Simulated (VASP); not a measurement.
Runs of VASP 6.6.1 on LiH (HLi). The cell holds a molecule in a box, 2 atoms: a = 9.000 Å, b = 9.000 Å, c = 11.000 Å, α = 90.00°, β = 90.00°, γ = 90.00°. 

```csv
task,level,potentials or basis,cell,cutoff (eV),grid for exact exchange (PRECFOCK),exchange at q = 0,gap on the mesh (eV),largest force (eV/Å)
single point,PBE0+TS,"VASP PAW PBE potentials, release 64 (Li_sv, H_h)",as given,900,Fast,truncated,4.34,0.05
atomic charges,PBE+TS,"VASP PAW PBE potentials, release 64 (Li_sv, H)",as given,520,-,-,2.79,0.10
single point,PBE,"VASP PAW PBE potentials, release 64 (Li_sv, H)",as given,520,-,-,2.79,0.10
electron localisation function,PBE,"VASP PAW PBE potentials, release 64 (Li_sv, H)",as given,520,-,-,2.79,0.10
relaxation of the atoms,PBE,"VASP PAW PBE potentials, release 64 (Li_sv, H)","atoms relaxed from: atoms moved at random, drawn with an rms of 0.02 Å",520,-,-,2.77,-
single point,SCAN+D3(BJ),"VASP PAW PBE potentials, release 64 (Li_sv, H)",as given,520,-,-,3.62,0.09
single point,B3LYP+TS,"VASP PAW PBE potentials, release 64 (Li_sv, H)",as given,520,Fast,truncated,(a),0.01
single point,PBE,"VASP PAW PBE potentials, release 64 (Li_sv, H)","atoms moved at random, drawn with an rms of 0.05 Å",520,-,-,2.89,0.79
single point,revPBE+D3(BJ),"VASP PAW PBE potentials, release 64 (Li_sv, H)",as given,520,-,-,(b),0.15
```

Alike in all rows: no spin polarisation; k mesh 1 × 1 × 1; smearing gaussian 0.01 eV.

**Question.** Fill in the values left out.

**Answer.** (a) 3.97; (b) 2.70.

Caveats: the PAW data sets were made with another functional, which shifts forces and pressure a little (some runs).

